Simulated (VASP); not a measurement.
VASP input:

INCAR:
```
! general
SYSTEM   =  BaO
PREC     =  Accurate
ENCUT    =  520
LREAL    =  .False.
LASPH    =  .True.

! electronic loop
EDIFF    =  1E-6
NELM     =  100
ALGO     =  Normal
LMAXMIX  =  4

! smearing
ISMEAR   =  0
SIGMA    =  0.05

! functional
GGA      =  PS

! ions
IBRION   =  2
NSW      =  60
ISIF     =  3
EDIFFG   =  -0.01

! output
LWAVE    =  .False.
LCHARG   =  .False.
```

### KPOINTS
```
Automatic mesh
0
Gamma
7 7 7
0 0 0
```

File POSCAR:
```
BaO
1
    0.0000000000     2.9593148704     2.9593148704
    2.9593148704     0.0000000000     2.9593148704
    2.9593148704     2.9593148704     0.0000000000
Ba O
1 1
Direct
  0.0000000000   0.0000000000   0.0000000000
  0.2500000000   0.2500000000   0.2500000000
```

POTCAR, in this order: Ba_sv O (PBE.64 set). Program: vasp_std.

Question: Translate this PBEsol calculation to Quantum ESPRESSO's pw.x.

Answer: One equivalent input (not run):
```
&CONTROL
  calculation = 'vc-relax'
  pseudo_dir = './pseudo'
  outdir = './out'
  tprnfor = .true.
  tstress = .true.
  nstep = 60
  forc_conv_thr = 0.00039
/
&SYSTEM
  ibrav = 0
  nat = 2
  ntyp = 2
  ecutwfc = 84
  occupations = 'smearing'
  smearing = 'gaussian'
  degauss = 0.003675
  input_dft = 'pbesol'
/
&ELECTRONS
  conv_thr = 7.3e-08
  electron_maxstep = 100
/
&IONS
/
&CELL
/
ATOMIC_SPECIES
  Ba 137.327 Ba.upf
  O 15.999 O.upf
CELL_PARAMETERS angstrom
     0.0000000    2.9593149    2.9593149
     2.9593149    0.0000000    2.9593149
     2.9593149    2.9593149    0.0000000
ATOMIC_POSITIONS crystal
  Ba   0.0000000  0.0000000  0.0000000
  O    0.2500000  0.2500000  0.2500000
K_POINTS automatic
  7 7 7 0 0 0
```
The two are equivalent in intent, not identical: the potentials are each code's own (VASP's PAW set, PseudoDojo norm-conserving files in pw.x), so ENCUT and ecutwfc are chosen apart and not converted; conv_thr bounds pw.x's estimated SCF error, while EDIFF bounds the energy change between steps; forc_conv_thr acts on force components and is met together with etot_conv_thr.

The structure was generated: BaO was put into the zinc blende type (F-43m), which need not be its known phase. This run relaxes it. Symmetry was kept, so distortions that lower it aren't found. The start is the result of an earlier pass.
